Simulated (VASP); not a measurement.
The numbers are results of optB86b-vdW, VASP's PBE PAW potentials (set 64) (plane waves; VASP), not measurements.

Input for VASP

### POSCAR
```
SrCl2
1
   -0.0000000000     3.4761886138     3.4761886138
    3.4761886138    -0.0000000000     3.4761886138
    3.4761886138     3.4761886138     0.0000000000
Sr Cl
1 2
Direct
  1.0000000000   1.0000000000   0.0000000000
  0.2500000000   0.2500000000   0.2500000000
  0.7500000000   0.7500000000   0.7500000000
```

KPOINTS:
```
Automatic mesh
0
Gamma
6 6 6
0 0 0
```

**INCAR**
```
! general
SYSTEM    =  SrCl2
PREC      =  Accurate
ENCUT     =  520
LREAL     =  .FALSE.
LASPH     =  .TRUE.

! electronic loop
EDIFF     =  1E-7
NELM      =  100
ALGO      =  Normal
LMAXMIX   =  4

! smearing
ISMEAR    =  -5

! functional
GGA       =  MK
LUSE_VDW  =  .TRUE.
AGGAC     =  0.0
PARAM1    =  0.1234
PARAM2    =  1.0

! ions
ISIF      =  2

! output
LWAVE     =  .FALSE.
LCHARG    =  .TRUE.
LORBIT    =  11
NEDOS     =  601

! other
LEFG      =  .TRUE.
```

POTCAR, in this order: Sr_sv Cl (PBE.64 set). Program: vasp_std.

What VASP printed:

OSZICAR:
```
       N       E                     dE             d eps       ncg     rms          rms(c)
DAV:   1     0.159520421529E+03    0.15952E+03   -0.11691E+04   512   0.135E+03
DAV:   2     0.180704218797E+01   -0.15771E+03   -0.15608E+03   664   0.250E+02
DAV:   3    -0.750690251451E+01   -0.93139E+01   -0.93077E+01   776   0.658E+01
DAV:   4    -0.773260682875E+01   -0.22570E+00   -0.22565E+00   824   0.817E+00
DAV:   5    -0.773666159140E+01   -0.40548E-02   -0.40547E-02   768   0.803E-01    0.138E+01
DAV:   6    -0.745100330913E+01    0.28566E+00   -0.75317E-01   664   0.493E+00    0.891E+00
DAV:   7    -0.745359380314E+01   -0.25905E-02   -0.43747E-01   776   0.409E+00    0.187E+00
DAV:   8    -0.745317732942E+01    0.41647E-03   -0.62636E-02   656   0.147E+00    0.302E-01
DAV:   9    -0.745405102363E+01   -0.87369E-03   -0.20915E-03   688   0.295E-01    0.115E-01
DAV:  10    -0.745463648089E+01   -0.58546E-03   -0.51471E-04   584   0.178E-01    0.236E-02
DAV:  11    -0.745466709980E+01   -0.30619E-04   -0.54222E-05   840   0.458E-02    0.294E-02
DAV:  12    -0.745466943571E+01   -0.23359E-05   -0.44497E-06   664   0.131E-02    0.134E-02
DAV:  13    -0.745467046320E+01   -0.10275E-05   -0.45008E-06   640   0.124E-02    0.219E-03
DAV:  14    -0.745467046027E+01    0.29263E-08   -0.12288E-07   584   0.266E-03
   1 F= -.74546705E+01 E0= -.74546705E+01  d E =0.000000E+00
```

File OUTCAR:
```
------------------------ aborting loop because EDIFF is reached ----------------------------------------
  FORCE on cell =-STRESS in cart. coord.  units (eV):
  Direction    XX          YY          ZZ          XY          YZ          ZX
  --------------------------------------------------------------------------------------
  Total        0.0045316      0.0045316      0.0045316      0.0000000     -0.0000000      0.0000000
  in kB        0.0864210      0.0864210      0.0864210      0.0000000     -0.0000000      0.0000000
  external PRESSURE =       0.0864210 kB  Pullay stress =       0.0000000 kB
  volume of cell :       84.01
      direct lattice vectors                 reciprocal lattice vectors
     0.000000000  3.476188614  3.476188614    -0.143835693  0.143835693  0.143835693
     3.476188614  0.000000000  3.476188614     0.143835693 -0.143835693  0.143835693
     3.476188614  3.476188614  0.000000000     0.143835693  0.143835693 -0.143835693
 POSITION                                       TOTAL-FORCE (eV/Angst)
 -----------------------------------------------------------------------------------
      0.00000      0.00000      0.00000        -0.000000      0.000000      0.000000
      1.73809      1.73809      1.73809         0.000000     -0.000000      0.000000
      5.21428      5.21428      5.21428        -0.000000      0.000000     -0.000000
 -----------------------------------------------------------------------------------
    total drift:                               -0.000000     -0.000000      0.000000
  FREE ENERGIE OF THE ION-ELECTRON SYSTEM (eV)
  ---------------------------------------------------
  free  energy   TOTEN  =        -7.4546704603 eV

  energy  without entropy=       -7.4546704603  energy(sigma->0) =       -7.45467046

 total charge

# of ion       s       p       d       tot
------------------------------------------
    1        1.996   5.754   0.156   7.906
    2        1.598   3.576   0.000   5.174
    3        1.598   3.576   0.000   5.174
--------------------------------------------------
tot          5.191  12.906   0.156  18.253

 Electric field gradients after diagonalization (V/A^2)
 (convention: |V_zz| > |V_xx| > |V_yy|)
----------------------------------------------------------------------
 ion       V_xx      V_yy      V_zz     asymmetry (V_yy - V_xx)/ V_zz
----------------------------------------------------------------------
   1       0.000     0.000    -0.000       0.000
   2      -0.000    -0.000     0.001       0.000
   3      -0.000    -0.000     0.001       0.000
```
(Selected blocks of OUTCAR.)

File OUTCAR:
```
 val. band max:        0.1448848195   @ k =   0.5000   0.5000   0.0000

 cond. band min:       5.3800082930   @ k =   0.0000   0.0000   0.0000


 Fermi energy:         0.1632308941

 k-point     1 :       0.0000    0.0000    0.0000
  band No.  band energies     occupation
      1     -32.6943      2.00000
      2     -14.6933      2.00000
      3     -14.6933      2.00000
      4     -14.6933      2.00000
      5     -13.1654      2.00000
      6     -12.2866      2.00000
      7      -2.0218      2.00000
      8      -2.0218      2.00000
      9      -2.0218      2.00000
     10      -0.2014      2.00000
     11      -0.2014      2.00000
     12      -0.2014      2.00000
     13       5.3800      0.00000
     14       6.2080      0.00000
     15       6.2080      0.00000
     16       9.0970      0.00000

 k-point     2 :       0.1667    0.0000    0.0000
  band No.  band energies     occupation
      1     -32.6934      2.00000
      2     -14.7877      2.00000
      3     -14.6969      2.00000
      4     -14.6969      2.00000
      5     -13.0066      2.00000
      6     -12.3452      2.00000
      7      -1.9191      2.00000
      8      -1.9191      2.00000
      9      -1.8329      2.00000
     10      -0.5201      2.00000
     11      -0.3537      2.00000
     12      -0.3537      2.00000
     13       5.9755      0.00000
     14       6.4156      0.00000
     15       6.4156      0.00000
     16       8.1248      0.00000

 k-point     3 :       0.3333    0.0000    0.0000
  band No.  band energies     occupation
      1     -32.6917      2.00000
      2     -14.9348      2.00000
      3     -14.7042      2.00000
      4     -14.7042      2.00000
      5     -12.7846      2.00000
      6     -12.3983      2.00000
      7      -1.6610      2.00000
      8      -1.6610      2.00000
      9      -1.4749      2.00000
     10      -1.0510      2.00000
     11      -0.6883      2.00000
     12      -0.6883      2.00000
     13       6.7289      0.00000
...
```

The compound is SrCl2 in the fluorite structure. It was relaxed first.
